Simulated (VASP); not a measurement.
OSZICAR of a VASP run on Ga$_{31}$SnAs$_{32}$:

OSZICAR:
```
       N       E                     dE             d eps       ncg     rms          rms(c)
DAV:   1     0.155396497195E+04    0.15540E+04   -0.93352E+04   324   0.112E+03
DAV:   2    -0.642532882182E+02   -0.16182E+04   -0.15349E+04   408   0.201E+02
DAV:   3    -0.255921942051E+03   -0.19167E+03   -0.18647E+03   384   0.718E+01
DAV:   4    -0.262678450679E+03   -0.67565E+01   -0.66698E+01   376   0.137E+01
DAV:   5    -0.262856679384E+03   -0.17823E+00   -0.17739E+00   400   0.215E+00    0.212E+01
RMM:   6    -0.257202573638E+03    0.56541E+01   -0.80696E+00   324   0.391E+00    0.125E+01
RMM:   7    -0.256375742805E+03    0.82683E+00   -0.12206E+01   324   0.468E+00    0.285E+00
RMM:   8    -0.256298281490E+03    0.77461E-01   -0.22446E+00   324   0.255E+00    0.110E+00
RMM:   9    -0.256229282920E+03    0.68999E-01   -0.30302E-01   328   0.890E-01    0.287E-01
RMM:  10    -0.256241376860E+03   -0.12094E-01   -0.79857E-02   330   0.404E-01    0.378E-01
RMM:  11    -0.256234391186E+03    0.69857E-02   -0.30742E-02   325   0.277E-01    0.765E-02
RMM:  12    -0.256235047646E+03   -0.65646E-03   -0.56354E-03   333   0.117E-01    0.105E-01
RMM:  13    -0.256234907393E+03    0.14025E-03   -0.54935E-04   331   0.458E-02    0.767E-02
RMM:  14    -0.256234660904E+03    0.24649E-03   -0.13490E-03   324   0.503E-02    0.106E-02
RMM:  15    -0.256234667246E+03   -0.63423E-05   -0.16530E-04   340   0.219E-02    0.122E-02
RMM:  16    -0.256234663069E+03    0.41773E-05   -0.18431E-05   205   0.758E-03
   1 F= -.25623466E+03 E0= -.25623466E+03  d E =-.256235E+03
       N       E                     dE             d eps       ncg     rms          rms(c)
DAV:   1    -0.256621994513E+03   -0.38733E+00   -0.17495E+01   344   0.654E+00    0.155E+00
RMM:   2    -0.256725358288E+03   -0.10336E+00   -0.12233E+00   324   0.149E+00    0.462E-01
RMM:   3    -0.256743786477E+03   -0.18428E-01   -0.20652E-01   331   0.622E-01    0.406E-01
RMM:   4    -0.256744675407E+03   -0.88893E-03   -0.25889E-02   341   0.240E-01    0.280E-01
RMM:   5    -0.256744344924E+03    0.33048E-03   -0.65190E-03   325   0.125E-01    0.519E-02
RMM:   6    -0.256744389002E+03   -0.44078E-04   -0.12967E-03   353   0.542E-02    0.228E-02
RMM:   7    -0.256744401496E+03   -0.12494E-04   -0.38909E-04   313   0.282E-02    0.239E-02
RMM:   8    -0.256744392531E+03    0.89652E-05   -0.75905E-05   272   0.134E-02
   2 F= -.25674439E+03 E0= -.25674439E+03  d E =-.509729E+00
       N       E                     dE             d eps       ncg     rms          rms(c)
DAV:   1    -0.256766954692E+03   -0.22553E-01   -0.56476E+00   328   0.370E+00    0.768E-01
RMM:   2    -0.256799555185E+03   -0.32600E-01   -0.37927E-01   324   0.839E-01    0.242E-01
RMM:   3    -0.256805445187E+03   -0.58900E-02   -0.61666E-02   334   0.349E-01    0.169E-01
RMM:   4    -0.256805699455E+03   -0.25427E-03   -0.89549E-03   337   0.141E-01    0.905E-02
RMM:   5    -0.256805723808E+03   -0.24353E-04   -0.13325E-03   330   0.601E-02    0.240E-02
RMM:   6    -0.256805750643E+03   -0.26835E-04   -0.34128E-04   332   0.273E-02    0.858E-03
RMM:   7    -0.256805755675E+03   -0.50319E-05   -0.53910E-05   220   0.113E-02
   3 F= -.25680576E+03 E0= -.25680576E+03  d E =-.571093E+00
       N       E                     dE             d eps       ncg     rms          rms(c)
DAV:   1    -0.256868446327E+03   -0.62696E-01   -0.19594E+00   344   0.233E+00    0.467E-01
RMM:   2    -0.256879263009E+03   -0.10817E-01   -0.14011E-01   324   0.575E-01    0.178E-01
RMM:   3    -0.256881273883E+03   -0.20109E-02   -0.23417E-02   353   0.237E-01    0.126E-01
RMM:   4    -0.256881233366E+03    0.40516E-04   -0.27385E-03   330   0.877E-02    0.667E-02
RMM:   5    -0.256881269483E+03   -0.36116E-04   -0.75387E-04   327   0.464E-02    0.209E-02
RMM:   6    -0.256881263397E+03    0.60855E-05   -0.20219E-04   322   0.222E-02    0.136E-02
RMM:   7    -0.256881268863E+03   -0.54655E-05   -0.54231E-05   243   0.108E-02
   4 F= -.25688127E+03 E0= -.25688127E+03  d E =-.755132E-01
       N       E                     dE             d eps       ncg     rms          rms(c)
DAV:   1    -0.256886512701E+03   -0.52493E-02   -0.38726E-01   360   0.105E+00    0.203E-01
RMM:   2    -0.256888656793E+03   -0.21441E-02   -0.27847E-02   324   0.252E-01    0.771E-02
RMM:   3    -0.256889104826E+03   -0.44803E-03   -0.49822E-03   354   0.105E-01    0.503E-02
RMM:   4    -0.256889093496E+03    0.11330E-04   -0.56289E-04   329   0.396E-02    0.232E-02
RMM:   5    -0.256889104438E+03   -0.10942E-04   -0.17095E-04   317   0.213E-02    0.952E-03
RMM:   6    -0.256889103412E+03    0.10260E-05   -0.54050E-05   245   0.108E-02
   5 F= -.25688910E+03 E0= -.25688910E+03  d E =-.833477E-01
       N       E                     dE             d eps       ncg     rms          rms(c)
DAV:   1    -0.256902134328E+03   -0.13030E-01   -0.48411E-01   344   0.129E+00    0.255E-01
RMM:   2    -0.256904935874E+03   -0.28015E-02   -0.34626E-02   324   0.335E-01    0.855E-02
RMM:   3    -0.256905449535E+03   -0.51366E-03   -0.55796E-03   341   0.135E-01    0.533E-02
RMM:   4    -0.256905444438E+03    0.50962E-05   -0.70597E-04   327   0.521E-02    0.220E-02
RMM:   5    -0.256905460218E+03   -0.15780E-04   -0.18779E-04   332   0.253E-02    0.884E-03
RMM:   6    -0.256905461302E+03   -0.10838E-05   -0.44330E-05   241   0.117E-02
   6 F= -.25690546E+03 E0= -.25690546E+03  d E =-.163579E-01
       N       E                     dE             d eps       ncg     rms          rms(c)
DAV:   1    -0.256906884230E+03   -0.14240E-02   -0.14705E-01   368   0.709E-01    0.141E-01
RMM:   2    -0.256907742748E+03   -0.85852E-03   -0.10584E-02   324   0.185E-01    0.469E-02
RMM:   3    -0.256907902656E+03   -0.15991E-03   -0.17306E-03   341   0.752E-02    0.294E-02
RMM:   4    -0.256907901965E+03    0.69159E-06   -0.21866E-04   327   0.290E-02    0.123E-02
RMM:   5    -0.256907906940E+03   -0.49751E-05   -0.57519E-05   271   0.141E-02
   7 F= -.25690791E+03 E0= -.25690791E+03  d E =-.188035E-01
       N       E                     dE             d eps       ncg     rms          rms(c)
DAV:   1    -0.256909325547E+03   -0.14236E-02   -0.66021E-02   344   0.479E-01    0.958E-02
RMM:   2    -0.256909703469E+03   -0.37792E-03   -0.47468E-03   324   0.125E-01    0.309E-02
RMM:   3    -0.256909773434E+03   -0.69965E-04   -0.78654E-04   345   0.507E-02    0.195E-02
RMM:   4    -0.256909772257E+03    0.11772E-05   -0.98246E-05   320   0.194E-02
   8 F= -.25690977E+03 E0= -.25690977E+03  d E =-.186532E-02
```

Which electronic solver shows in the log?

It is blocked Davidson (ALGO = Normal, or the opening steps of other solvers) and then RMM-DIIS (ALGO = Fast or VeryFast). The INCAR had ALGO = Fast.

Can the final energy be trusted as converged?

The run converged. It stopped with EDIFF = 1E-5, NELM = 100, NSW = 60 and EDIFFG = -0.03 after 8 ionic steps (PBE GGA, plane waves, VASP's PBE PAW potentials (set 64)). The cell is charged, with a uniform compensating background. The supercell is sampled at Γ alone, which is coarse: total energies, pressure and levels can be off, energies of defects by several tenths of an eV.

The cell is a supercell with a defect, built from GaAs (zinc blende): Sn_Ga, charge -1. The run is not spin-polarised, so no state with unpaired spins was tried.
